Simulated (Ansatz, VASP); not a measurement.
# Two plane-wave programs on TaO5

```
Ta O
1.0
     2.71696    0.00000    0.00000
    -1.35848    2.35296    0.00000
     0.00000    0.00000   12.94632
Ta O
1 5
Cartesian
  1.3585 0.7843 0.0000
  0.0000 0.0000 10.8275
  1.3585 0.7843 8.6456
  0.0000 0.0000 6.4732
  1.3585 0.7843 4.3007
  0.0000 0.0000 2.1188
```

Change from the starting cell: species swapped into the LiMg5 type (P-6m2, No. 187).

Alike in both runs: task single point; functional PBE; k mesh 6 × 6 × 2; occupations gaussian, width 0.1 eV; collinear spin.

```csv
,VASP,Ansatz
version,VASP 6.6.1,Ansatz 0.2.0
potentials or method,"VASP PAW PBE potentials, release 64 (Ta_pv, O)","scalar-relativistic, plane waves, PAW"
plane-wave cutoff (eV),520,420
valence electrons in the cell,41,43
```

|  | VASP | Ansatz | Ansatz less VASP |
| --- | --- | --- | --- |
| gap on the k mesh at the Fermi level (eV) | none | none | - |
| pressure (GPa) | -18.2 | -11.1 | +7.12 |
| largest component of the traceless stress (GPa) | 29.19 | 24.37 | -4.816 |
| rms of the force components (eV/Å) | 1.492 | 1.449 | -0.0435 |
| net moment per atom (μB) | 0.00 | 0.14 | +0.139 |
| size of the moment on the site where the two differ most (μB) | 0.00 | 1.90 | +1.899 |

The net moments differ so much that the two runs ended in different magnetic states, which moves the other rows too. Site moments also hang on the region over which each program counts them. Atom by atom the forces differ by 0.267 eV/Å (rms over components). A gap of «none» marks a metal or a gap that the smearing closes. The two sets of potentials don't hold the same shells in valence.

Caveats: the k mesh is coarse (spacing up to 0.45 Å⁻¹), so the values aren't converged; so large a pressure means that the cell lies far from this level's equilibrium, or that cutoff or potentials fall short (VASP); forces of over 1 eV/Å show positions far from the minimum, so gaps and moduli don't describe the material at rest. Spin-orbit coupling is left out, which matters for the levels of Ta.
